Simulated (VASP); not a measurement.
```
CELL_PARAMETERS angstrom
      4.26360     2.13180     2.13180
      2.13180     4.26360     2.13180
      2.13180     2.13180     4.26360
ATOMIC_POSITIONS crystal
  Ni 0.00000 0.00000 0.00000
  Ni 0.50000 0.50000 0.50000
  O  0.25000 0.25000 0.25000
  O  0.75000 0.75000 0.75000
```
Starting moments (μB, in the order of the record's atoms Ni Ni O O): 2.0 -2.0 0.0 0.0.

The base run (VASP): PBE GGA, plane waves, VASP's PBE PAW potentials (set 64). Numerical set-up: 520 eV cut-off, 8×8×8 Γ-centred mesh, Gaussian smearing of 0.050 eV, potentials Ni O.

One setting is varied; ΔE counts from the base run. The base run took about 3 core-minutes. Costs are core time on shared hosts, one run each; read them as rough ratios.

Pressures at a finite cut-off, here 520 eV, hold a Pulay part, which this task's highest cut-off puts under 0.2 GPa.

| setting | cost over the base run | electronic steps | bands | ΔE (meV/atom) | pressure (GPa) |
|---|---|---|---|---|---|
| ISPIN = 1, the spin start removed | about 1/2 | 15 | 20 | 203.5 | -12.59 |
| NUPDOWN = 1 | within a factor of 2 | 16 | 20 | 154.4 | -7.58 |
| base run | reference | 17 | 20 | 0.0 | -8.87 |
| NUPDOWN = 0 | within a factor of 2 | 17 | 20 | 0.0 | -8.87 |
| MAGMOM = 0 0 0 0 | within a factor of 2 | 17 | 20 | 203.5 | -12.62 |
| MAGMOM = 0.4 -0.4 0.0 0.0 | within a factor of 2 | 18 | 20 | 0.0 | -8.86 |
| MAGMOM = 2.0 2.0 0.0 0.0 | within a factor of 2 | 17 | 22 | 123.5 | -5.57 |
| NUPDOWN = 2 | within a factor of 2 | 18 | 20 | 316.4 | -6.11 |
| MAGMOM = 4.0 0.0 0.0 0.0 | within a factor of 2 | 25 | 22 | 0.0 | -8.83 |

Left out are runs that failed, have no time on record or changed the cell.

The compound is NiO in the rock salt, AFM-II order structure. The cell was not relaxed at this level.
